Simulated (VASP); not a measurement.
Energy against volume of CuI (zinc blende). These are r2SCAN+rVV10, VASP's PBE PAW potentials (set 64) (plane waves; VASP) values and carry that method's errors. Run with 520 eV cut-off, 8×8×8 Γ-centred mesh, Gaussian smearing of 0.050 eV, potentials Cu I.

```
V (Å³/atom)  E (eV/atom)
-----------  -----------
25.991         -17.61578
26.794         -17.61999
27.598         -17.61705
28.402         -17.60816
```

Problem. Fit these four points and predict the energy of the run at 25.187 Å³/atom.

Solution. A cubic in V^(−2/3), the third-order Birch-Murnaghan form, passes through the four points with V0 = 26.84 Å³/atom and B0 = 47 GPa, and gives -17.6029 eV/atom there. The run gave -17.6030 eV/atom, -0.1 meV/atom from the fit; all five points give B0 = 47 GPa.

The compound is CuI in the zinc blende structure. It was relaxed first.
